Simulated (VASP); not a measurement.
**Ir (relaxed from the hcp structure, space group P6_3/mmc): computed properties**

Method: PBEsol GGA, VASP's PBE PAW potentials (set 64) (plane waves; VASP).

```json
{
  "space_group": "P6_3/mmc (194)",
  "cell": "a = b = 2.721 Å, c = 4.414 Å, α = β = 90.00°, γ = 120.00°",
  "volume_per_atom": "14.15 Å^3/atom",
  "band gap (over mesh and band path)": "none (metal, semimetal or under 0.01 eV)",
  "hill_bulk_modulus": "387 GPa",
  "hill_shear_modulus": "153 GPa",
  "Poisson's ratio": "0.326",
  "band_gap_with_spin_orbit_coupling": "none (metallic)",
  "density": "22.56 g/cm³",
  "optical Γ-point spectrum": "123 (×2), 204 cm⁻¹",
  "C11": "665 GPa",
  "C12": "225 GPa",
  "C13": "262 GPa",
  "C33": "656 GPa",
  "C44": "94.8 GPa",
  "C66": "220 GPa"
}
```

```xyz
2
Lattice="2.7209 0.0000 0.0000 -1.3604 2.3564 0.0000 0.0000 0.0000 4.4140" Properties=species:S:1:pos:R:3 pbc="T T T"
Ir     0.0000     1.5709     1.1035
Ir     1.3604     0.7855     3.3105
```

Finite-difference elastic constants of metals are sensitive to mesh and smearing; shear constants can be off by tens of GPa. Unless said otherwise, spin-orbit coupling is left out, though it shifts the bands of the heavy elements here.

The structure was generated: Ir was put into the hcp type (P6_3/mmc), which need not be its known phase. It was relaxed first. Symmetry was kept, so distortions that lower it aren't found.
